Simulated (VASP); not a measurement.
In2GeO4:

```
CELL_PARAMETERS angstrom
5.42673 0.00000 0.00000
-2.71337 4.69969 0.00000
0.00000 0.00000 4.85023
ATOMIC_POSITIONS crystal
In 0.33333 0.66667 0.50000
In 0.66667 0.33333 0.50000
Ge 0.00000 0.00000 0.00000
O 0.50000 0.00000 0.50000
O 0.00000 0.50000 0.50000
O 0.50000 0.50000 0.50000
O 0.00000 0.00000 0.50000
```

The cell was built by a generator and needn't be a form met in nature.

| Item | Value |
| --- | --- |
| Program | VASP 6.6.1 |
| Task | relaxation of cell and atoms |
| Functional | PBE |
| Potentials or basis | VASP PAW PBE potentials, release 64 (In_d, Ge_d, O) |
| Cutoff | 520 eV |
| k mesh | 3 × 3 × 3 |
| Occupations | gaussian, width 0.15 eV |
| Spin | no spin polarisation |

At the start: pressure 94.0 GPa; volume 17.67 Å³/atom.

Q: Where does the relaxation end?

A: Over 12 steps the energy falls by 3330.0 meV/atom and the volume is 21.47 Å³/atom (+21.5 %); space group P6/mmm (No. 191, to 0.05 Å).

The path:
| step | energy change (eV) | largest force (eV/Å) | pressure (GPa) | volume (Å³) |
| --- | --- | --- | --- | --- |
| 1 | 0.0000 | 0.0000 | 94.01 | 123.70 |
| 2 | 20.6345 | 0.0000 | -45.54 | 368.44 |
| 3 | -18.7688 | 0.0000 | -17.60 | 219.81 |
| 4 | -20.8901 | 0.0000 | -11.40 | 199.12 |
| 5 | -21.3826 | 0.0000 | -3.54 | 183.25 |
| 6 | -21.3931 | 0.0000 | -5.34 | 185.17 |
| 7 | -22.6333 | 0.0000 | -4.16 | 168.86 |
| 8 | -23.3037 | 0.0000 | -0.45 | 150.36 |
| 9 | -23.3055 | 0.0000 | -0.92 | 151.90 |
| 10 | -23.3064 | 0.0000 | -0.76 | 151.23 |
| 11 | -23.3020 | 0.0000 | 1.31 | 148.94 |
| 12 | -23.3098 | 0.0000 | 0.03 | 150.30 |

Final structure:
```xyz
7
Lattice="6.7191 0.0000 0.0000 -3.3596 5.8189 0.0000 0.0000 0.0000 3.8441" Properties=species:S:1:pos:R:3 pbc="T T T"
In    0.0000    3.8793    1.9221
In    3.3596    1.9396    1.9221
Ge    0.0000    0.0000    0.0000
O     3.3596    0.0000    1.9221
O    -1.6798    2.9095    1.9221
O     1.6798    2.9095    1.9221
O     0.0000    0.0000    1.9221
```

Caveat: the k mesh is coarse (spacing up to 0.45 Å⁻¹), so the values aren't converged; the volume moved by over 15 % at a fixed basis, so the end points are rough; the relaxation stopped at a loose force limit of 0.08 eV/Å, so its end isn't a converged minimum.
